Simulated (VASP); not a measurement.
Consider the following.

```xyz
1
Lattice="2.6055 0.0000 0.0000 0.0000 2.6055 0.0000 0.0000 0.0000 2.6055" Properties=species:S:1:pos:R:3 pbc="T T T"
Pt     0.0000     0.0000     0.0000
```

Method: r2SCAN meta-GGA, VASP's PBE PAW potentials (set 64) (plane waves; VASP). Numerical set-up: 400 eV cut-off, 16×16×16 Γ-centred mesh, tetrahedra with Blöchl corrections, potentials Pt.

Q: Give the energies of bands 1 to 7 at the high-symmetry points, in eV from the Fermi level.

A: 
| band | Γ | X | M | R |
|---|---|---|---|---|
| 1 | -8.73 | -6.08 | -6.14 | -5.12 |
| 2 | -5.98 | -5.37 | -4.87 | -5.12 |
| 3 | -5.98 | -2.00 | -1.58 | -5.12 |
| 4 | 0.28 | -2.00 | -1.58 | 2.27 |
| 5 | 0.28 | -0.33 | 2.11 | 2.27 |
| 6 | 0.28 | 0.51 | 4.83 | 10.59 |
| 7 | 16.03 | 4.82 | 4.83 | 10.59 |

It has no gap at this level: it comes out as a metal or semimetal.

The structure was generated: Pt was put into the simple-cubic type (Pm-3m), which need not be its known phase. It was relaxed first.
